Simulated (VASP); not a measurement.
Output of a VASP run:

OSZICAR:
```
       N       E                     dE             d eps       ncg     rms          rms(c)
DAV:   1     0.206649312388E+02    0.20665E+02   -0.40112E+03  1008   0.851E+02
DAV:   2     0.112625652266E+01   -0.19539E+02   -0.19538E+02  1043   0.134E+02
DAV:   3     0.780461928729E+00   -0.34579E+00   -0.34579E+00  1351   0.254E+01
DAV:   4     0.778001504285E+00   -0.24604E-02   -0.24604E-02  1239   0.185E+00
DAV:   5     0.777965489533E+00   -0.36015E-04   -0.36015E-04  1288   0.185E-01    0.151E-01
DAV:   6     0.778110452383E+00    0.14496E-03   -0.73176E-04  1113   0.273E-01    0.989E-02
DAV:   7     0.777924417300E+00   -0.18604E-03   -0.20506E-03  1015   0.401E-01    0.162E-02
DAV:   8     0.777855489602E+00   -0.68928E-04   -0.13219E-04  1218   0.152E-01    0.438E-03
DAV:   9     0.777849016525E+00   -0.64731E-05   -0.94638E-06  1099   0.363E-02    0.212E-03
DAV:  10     0.777847917418E+00   -0.10991E-05   -0.37885E-06  1064   0.233E-02    0.282E-04
DAV:  11     0.777847912965E+00   -0.44531E-08   -0.19577E-07  1176   0.399E-03
   1 F= 0.77784791E+00 E0= 0.77809172E+00  d E =-.731407E-03
```

File OUTCAR:
```
------------------------ aborting loop because EDIFF is reached ----------------------------------------
  FORCE on cell =-STRESS in cart. coord.  units (eV):
  Direction    XX          YY          ZZ          XY          YZ          ZX
  --------------------------------------------------------------------------------------
  Total        0.0615395      0.0615395      0.0615395     -0.0000000     -0.0000000      0.0000000
  in kB        2.8743545      2.8743545      2.8743545     -0.0000000     -0.0000000      0.0000000
  external PRESSURE =       2.8743545 kB  Pullay stress =       0.0000000 kB
  volume of cell :       34.30
      direct lattice vectors                 reciprocal lattice vectors
    -2.046859803  2.046859803  2.046859803     0.000000000  0.244276623  0.244276623
     2.046859803 -2.046859803  2.046859803     0.244276623  0.000000000  0.244276623
     2.046859803  2.046859803 -2.046859803     0.244276623  0.244276623  0.000000000
 POSITION                                       TOTAL-FORCE (eV/Angst)
 -----------------------------------------------------------------------------------
      0.00000      0.00000      0.00000         0.000000      0.000000      0.000000
 -----------------------------------------------------------------------------------
    total drift:                                0.000000     -0.000000      0.000000
  FREE ENERGIE OF THE ION-ELECTRON SYSTEM (eV)
  ---------------------------------------------------
  free  energy   TOTEN  =         0.7778479130 eV

  energy  without entropy=        0.7785793197  energy(sigma->0) =        0.77809172
```
(Selected blocks of OUTCAR.)

**POSCAR**
```
Na
1
   -2.0468598030     2.0468598030     2.0468598030
    2.0468598030    -2.0468598030     2.0468598030
    2.0468598030     2.0468598030    -2.0468598030
Na
1
Direct
  0.0000000000   0.0000000000   0.0000000000
```

**Question.** Write an INCAR and KPOINTS that could have produced this output.

**Answer.** This is not unique; one that fits is the input of the run itself, vdW-DF2, plane waves, VASP's PBE PAW potentials (set 64).

INCAR:
```
SYSTEM = Na
PREC = Accurate
ENCUT = 520
EDIFF = 1E-7
NELM = 100
ALGO = Normal
LREAL = .FALSE.
LASPH = .TRUE.
ISMEAR = 1
SIGMA = 0.1
GGA = ML
ZAB_VDW = -1.8867
LUSE_VDW = .TRUE.
AGGAC = 0.0
LWAVE = .FALSE.
LCHARG = .FALSE.
ISIF = 2
```

File KPOINTS:
```
kpoints
0
gamma
 12 12 12
```

POTCAR, in this order: Na_pv (PBE.64 set). Program: vasp_std.

The compound is Na in the bcc structure. This cell is one point of a volume scan, at 0.97 of the reference volume.
